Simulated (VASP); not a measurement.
# Mg (P6_3/mmc) in VASP: further runs, part 2 of 2

VASP 6.6.1. Earlier steps stand in the parts before.

## (4) Relaxation of shape and atoms at fixed volume, PBEsol (a relaxed cell with its volume scaled by 0.98)

The input, INCAR:

```
ALGO = Fast
EDIFF = 1E-7
EDIFFG = -0.01
ENCUT = 600
GGA = PS
IBRION = 2
ISIF = 4
ISMEAR = 1
LASPH = True
LCHARG = False
LREAL = False
LWAVE = False
NELM = 80
NSW = 40
PREC = Accurate
SIGMA = 0.1
```

The input, KPOINTS:

```
k-points
0
Gamma
  15 15 7
```

The input, POSCAR:

```
Mg                                      
1.0
    3.1730847242      0.0000000000      0.0000000000
   -1.5865423621      2.7479719795      0.0000000000
    0.0000000000      0.0000000000      5.0548457590
  Mg            
     2
Direct
     0.3333333332999970    0.6666666667000030    0.2500000000000000
     0.6666666667000030    0.3333333332999970    0.7500000000000000
```

Potentials or basis: VASP PAW PBE potentials, release 64 (Mg).

On the command line:

```sh
cat potpaw_PBE.64/Mg/POTCAR > POTCAR
mpirun -np 1 vasp_std > vasp.out
```

OUTCAR:

```text
EDIFF = 1E-7
   EDIFFG = -0.01
   ENCUT = 600
   GGA = PS
   IBRION = 2
   ISIF = 4
   ISMEAR = 1
   LASPH = True
   LREAL = False
   NELM = 80
   NSW = 40
   PREC = Accurate

 ion  position               nearest neighbor table
   1  0.333  0.667  0.250-   2 3.12   2 3.12   2 3.12   2 3.12   2 3.12   2 3.12
   2  0.667  0.333  0.750-   1 3.12   1 3.12   1 3.12   1 3.12   1 3.12   1 3.12

  LATTYP: Found a hexagonal cell.
 ALAT       =     3.1730847242
 C/A-ratio  =     1.5930383833

  Lattice vectors:

 A1 = (   3.1730847242,   0.0000000000,   0.0000000000)
 A2 = (  -1.5865423621,   2.7479719795,   0.0000000000)
 A3 = (   0.0000000000,   0.0000000000,   5.0548457590)

Analysis of symmetry for initial positions (statically):
=====================================================================
 Subroutine PRICEL returns:
 Original cell was already a primitive cell.

 Routine SETGRP: Setting up the symmetry group for a
 hexagonal supercell.

 Subroutine GETGRP returns: Found 24 space group operations
 (whereof 12 operations were pure point group operations)
 out of a pool of 24 trial point group operations.

The static configuration has the point symmetry D_3d.
 The point group associated with its full space group is D_6h.
[... 163 lines left out ...]

  energy without entropy =       -3.44830567  energy(sigma->0) =       -3.44860046

 E-fermi :   2.7656     XC(G=0):  -8.6625

 val. band max:        2.7501771126   @ k =   0.4000   0.0667   0.2857
 cond. band min:       2.7921118146   @ k =   0.3333   0.1333   0.0000
 fundamental gap:      0.0419347020
 Fermi energy:         2.7655706150

 k-point     1 :       0.0000    0.0000    0.0000
  band No.  band energies     occupation
      1      -4.2999      2.00000
      2       1.1583      2.00000
      3       1.7494      2.00000
      4      13.7665      0.00000
      5      13.7694      0.00000
      6      13.9219      0.00000
[... 199 lines left out ...]
 k-point    24 :       0.4000    0.2000    0.0000
  band No.  band energies     occupation
      1       1.1016      2.00000
      2       1.1435      2.00000
      3       4.6711     -0.00000
      4       6.0883      0.00000
      5       6.4395      0.00000
      6       6.8214      0.00000

 [... further k-points ...]
[... 5 lines left out ...]
  --------------------------------------------------------------------------------------
  -------------------------------------------------------------------------------------
  Total        0.2184403      0.2184403      0.2194021      0.0000000      0.0000000      0.0000000
  in kB        7.9403850      7.9403850      7.9753457      0.0000000      0.0000000      0.0000000
  external PRESSURE =       7.9520386 kB  Pullay stress =       0.0000000 kB

 VOLUME and BASIS-vectors are now :
 -----------------------------------------------------------------------------
  energy-cutoff  :      600.00
  volume of cell :       44.08
      direct lattice vectors                 reciprocal lattice vectors
     3.173084724  0.000000000  0.000000000     0.315150740  0.181952365  0.000000000
    -1.586542362  2.747971979  0.000000000     0.000000000  0.363904730  0.000000000
     0.000000000  0.000000000  5.054845759     0.000000000  0.000000000  0.197829973

 POSITION                                       TOTAL-FORCE (eV/Angst)
 -----------------------------------------------------------------------------------
     -0.00000      1.83198      1.26371         0.000000      0.000000      0.000000
      1.58654      0.91599      3.79113        -0.000000     -0.000000      0.000000
 -----------------------------------------------------------------------------------
    total drift:                                0.000000     -0.000000      0.000000

  FREE ENERGIE OF THE ION-ELECTRON SYSTEM (eV)
  ---------------------------------------------------
  free  energy   TOTEN  =        -3.4487478580 eV

  energy  without entropy=       -3.4483056692  energy(sigma->0) =       -3.44860046

 reached required accuracy - stopping structural energy minimisation
```

OSZICAR:

```text
N       E                     dE             d eps       ncg     rms          rms(c)
DAV:   1     0.120962991891E+00    0.12096E+00   -0.14743E+03  1296   0.538E+02
DAV:   2    -0.344243596199E+01   -0.35634E+01   -0.34315E+01  1782   0.327E+01
DAV:   3    -0.346877585957E+01   -0.26340E-01   -0.26257E-01  1818   0.370E+00
DAV:   4    -0.346885704588E+01   -0.81186E-04   -0.81189E-04  1794   0.177E-01
DAV:   5    -0.346885754810E+01   -0.50221E-06   -0.50179E-06  1842   0.108E-02    0.959E-01
RMM:   6    -0.345822345394E+01    0.10634E-01   -0.44648E-04  1296   0.228E-01    0.610E-01
RMM:   7    -0.344873568763E+01    0.94878E-02   -0.20157E-03  1296   0.459E-01    0.303E-02
RMM:   8    -0.344874746044E+01   -0.11773E-04   -0.90717E-05  1296   0.109E-01    0.651E-03
RMM:   9    -0.344874781874E+01   -0.35829E-06   -0.65266E-06  1296   0.257E-02    0.709E-04
RMM:  10    -0.344874785894E+01   -0.40208E-07   -0.10162E-06  1282   0.906E-03    0.469E-04
RMM:  11    -0.344874785803E+01    0.91275E-09   -0.14244E-07  1120   0.377E-03
   1 F= -.34487479E+01 E0= -.34486005E+01  d E =-.344875E+01
```

Run time: 28 s. Hardware: 1 thread of Intel Xeon Platinum 8375C at 2.90GHz (Ice Lake), shared host; peak memory 0.19 GiB.

Results:

```yaml
Free_energy: -3.4487 eV
Pressure_after_relaxing: 0.8 GPa
Band_gap_on_the_k_mesh: none (metal or under the smearing width)
```

Final structure:
```cif
data_structure
_symmetry_space_group_name_H-M 'P 1'
_symmetry_Int_Tables_number 1
_cell_length_a 3.1731
_cell_length_b 3.1731
_cell_length_c 5.0548
_cell_angle_alpha 90.000
_cell_angle_beta 90.000
_cell_angle_gamma 120.000
_cell_volume 44.08
loop_
_atom_site_label
_atom_site_type_symbol
_atom_site_fract_x
_atom_site_fract_y
_atom_site_fract_z
_atom_site_occupancy
Mg1 Mg 0.33333 0.66667 0.25000 1
Mg2 Mg 0.66667 0.33333 0.75000 1
```

Levels at points of the mesh, in eV from the Fermi level:
| k point | band 1 | band 2 | band 3 | band 4 | band 5 | band 6 |
| --- | --- | --- | --- | --- | --- | --- |
| (0.00, 0.00, 0.00) | -7.07 | -1.61 | -1.02 | 11.00 | 11.00 | 11.16 |

Caveat: the relaxation stopped at its first step, so nothing moved; the PAW data sets were made with another functional, which shifts forces and pressure a little.

## (5) Relaxation of shape and atoms at fixed volume, PBEsol

INCAR is that of step 4.

KPOINTS is that of step 4.

The input, POSCAR:

```
Mg                                      
1.0
    3.1945251362      0.0000000000      0.0000000000
   -1.5972625681      2.7665399210      0.0000000000
    0.0000000000      0.0000000000      5.0890011583
  Mg            
     2
Direct
     0.3333333332999970    0.6666666667000030    0.2500000000000000
     0.6666666667000030    0.3333333332999970    0.7500000000000000
```

Potentials or basis: VASP PAW PBE potentials, release 64 (Mg).

On the command line:

```sh
cat potpaw_PBE.64/Mg/POTCAR > POTCAR
mpirun -np 1 vasp_std > vasp.out
```

OUTCAR:

```text
EDIFF = 1E-7
   EDIFFG = -0.01
   ENCUT = 600
   GGA = PS
   IBRION = 2
   ISIF = 4
   ISMEAR = 1
   LASPH = True
   LREAL = False
   NELM = 80
   NSW = 40
   PREC = Accurate

 ion  position               nearest neighbor table
   1  0.333  0.667  0.250-   2 3.14   2 3.14   2 3.14   2 3.14   2 3.14   2 3.14
   2  0.667  0.333  0.750-   1 3.14   1 3.14   1 3.14   1 3.14   1 3.14   1 3.14

  LATTYP: Found a hexagonal cell.
 ALAT       =     3.1945251362
 C/A-ratio  =     1.5930383833

  Lattice vectors:

 A1 = (   3.1945251362,   0.0000000000,   0.0000000000)
 A2 = (  -1.5972625681,   2.7665399210,   0.0000000000)
 A3 = (   0.0000000000,   0.0000000000,   5.0890011583)

Analysis of symmetry for initial positions (statically):
=====================================================================
 Subroutine PRICEL returns:
 Original cell was already a primitive cell.

 Routine SETGRP: Setting up the symmetry group for a
 hexagonal supercell.

 Subroutine GETGRP returns: Found 24 space group operations
 (whereof 12 operations were pure point group operations)
 out of a pool of 24 trial point group operations.

The static configuration has the point symmetry D_3d.
 The point group associated with its full space group is D_6h.
[... 163 lines left out ...]

  energy without entropy =       -3.45052501  energy(sigma->0) =       -3.45080951

 E-fermi :   2.6569     XC(G=0):  -8.5984

 val. band max:        2.6345105327   @ k =   0.4000   0.0667   0.2857
 cond. band min:       2.6894721050   @ k =   0.3333   0.1333   0.0000
 fundamental gap:      0.0549615722
 Fermi energy:         2.6568827564

 k-point     1 :       0.0000    0.0000    0.0000
  band No.  band energies     occupation
      1      -4.3188      2.00000
      2       1.0821      2.00000
      3       1.6401      2.00000
      4      13.5434      0.00000
      5      13.5451      0.00000
      6      13.6569      0.00000
[... 199 lines left out ...]
 k-point    24 :       0.4000    0.2000    0.0000
  band No.  band energies     occupation
      1       1.0242      2.00000
      2       1.0482      2.00000
      3       4.5514     -0.00000
      4       5.9436      0.00000
      5       6.3147      0.00000
      6       6.6519      0.00000

 [... further k-points ...]
[... 5 lines left out ...]
  --------------------------------------------------------------------------------------
  -------------------------------------------------------------------------------------
  Total        0.0003582      0.0003582     -0.0002600      0.0000000      0.0000000      0.0000000
  in kB        0.0127608      0.0127608     -0.0092604      0.0000000      0.0000000      0.0000000
  external PRESSURE =       0.0054204 kB  Pullay stress =       0.0000000 kB

 VOLUME and BASIS-vectors are now :
 -----------------------------------------------------------------------------
  energy-cutoff  :      600.00
  volume of cell :       44.98
      direct lattice vectors                 reciprocal lattice vectors
     3.194525136  0.000000000  0.000000000     0.313035571  0.180731171  0.000000000
    -1.597262568  2.766539921  0.000000000     0.000000000  0.361462342  0.000000000
     0.000000000  0.000000000  5.089001158     0.000000000  0.000000000  0.196502215

 POSITION                                       TOTAL-FORCE (eV/Angst)
 -----------------------------------------------------------------------------------
     -0.00000      1.84436      1.27225         0.000000     -0.000000      0.000000
      1.59726      0.92218      3.81675        -0.000000      0.000000      0.000000
 -----------------------------------------------------------------------------------
    total drift:                                0.000000     -0.000000      0.000000

  FREE ENERGIE OF THE ION-ELECTRON SYSTEM (eV)
  ---------------------------------------------------
  free  energy   TOTEN  =        -3.4509517610 eV

  energy  without entropy=       -3.4505250119  energy(sigma->0) =       -3.45080951

 reached required accuracy - stopping structural energy minimisation
```

OSZICAR:

```text
N       E                     dE             d eps       ncg     rms          rms(c)
DAV:   1    -0.102711934505E+00   -0.10271E+00   -0.14825E+03  1296   0.536E+02
DAV:   2    -0.344516873049E+01   -0.33425E+01   -0.32042E+01  1752   0.307E+01
DAV:   3    -0.347091664988E+01   -0.25748E-01   -0.24990E-01  1836   0.349E+00
DAV:   4    -0.347100325213E+01   -0.86602E-04   -0.86570E-04  1758   0.166E-01
DAV:   5    -0.347100363616E+01   -0.38403E-06   -0.38376E-06  1812   0.896E-03    0.961E-01
RMM:   6    -0.346045799113E+01    0.10546E-01   -0.49225E-04  1296   0.237E-01    0.612E-01
RMM:   7    -0.345093805974E+01    0.95199E-02   -0.22110E-03  1296   0.477E-01    0.307E-02
RMM:   8    -0.345095135091E+01   -0.13291E-04   -0.96349E-05  1296   0.112E-01    0.658E-03
RMM:   9    -0.345095172628E+01   -0.37537E-06   -0.70082E-06  1296   0.266E-02    0.737E-04
RMM:  10    -0.345095176436E+01   -0.38079E-07   -0.10856E-06  1288   0.933E-03    0.498E-04
RMM:  11    -0.345095176099E+01    0.33709E-08   -0.15306E-07  1139   0.390E-03
   1 F= -.34509518E+01 E0= -.34508095E+01  d E =-.345095E+01
```

CONTCAR:

```text
Mg
   1.00000000000000
     3.1945251361999998    0.0000000000000000    0.0000000000000000
    -1.5972625680999999    2.7665399210000001    0.0000000000000000
     0.0000000000000000    0.0000000000000000    5.0890011583000003
  Mg
     2
Direct
     0.3333333332999970    0.6666666667000030    0.2500000000000000
     0.6666666667000030    0.3333333332999970    0.7500000000000000

  0.00000000E+00  0.00000000E+00  0.00000000E+00
  0.00000000E+00  0.00000000E+00  0.00000000E+00
```

Wall time 38 s (1 thread of Intel Xeon Platinum 8375C at 2.90GHz (Ice Lake), shared host); peak memory 0.19 GiB.

Results:

- Free energy: -3.4510 eV
- Pressure after relaxing: 0.0 GPa
- Band gap on the k mesh: none (metal or under the smearing width)

Final structure:
```
Mg
1.0
     3.19453    0.00000    0.00000
    -1.59726    2.76654    0.00000
     0.00000    0.00000    5.08900
Mg
2
Direct
  0.33333 0.66667 0.25000
  0.66667 0.33333 0.75000
```

Caveat: the relaxation stopped at its first step, so nothing moved; the PAW data sets were made with another functional, which shifts forces and pressure a little.

## (6) Summary

```csv
cell,gap on the mesh (eV),pressure (GPa)
atoms relaxed at fixed volume from: a relaxed cell with its volume scaled by 0.94,none,2.6
atoms relaxed at fixed volume from: a relaxed cell with its volume scaled by 0.96,none,1.7
atoms relaxed at fixed volume from: a relaxed cell with its volume scaled by 0.98,none,0.8
atoms relaxed at fixed volume,none,0.0
```

Alike in all rows: task relaxation of shape and atoms at fixed volume; level PBEsol; potentials or basis VASP PAW PBE potentials, release 64 (Mg); no spin polarisation; k mesh 15 × 15 × 7; cutoff (eV) 600; smearing methfessel-paxton 0.1 eV.

Caveats: the relaxation stopped at its first step, so nothing moved; the PAW data sets were made with another functional, which shifts forces and pressure a little.

Absolute energies hang on the potentials; compare differences alone.
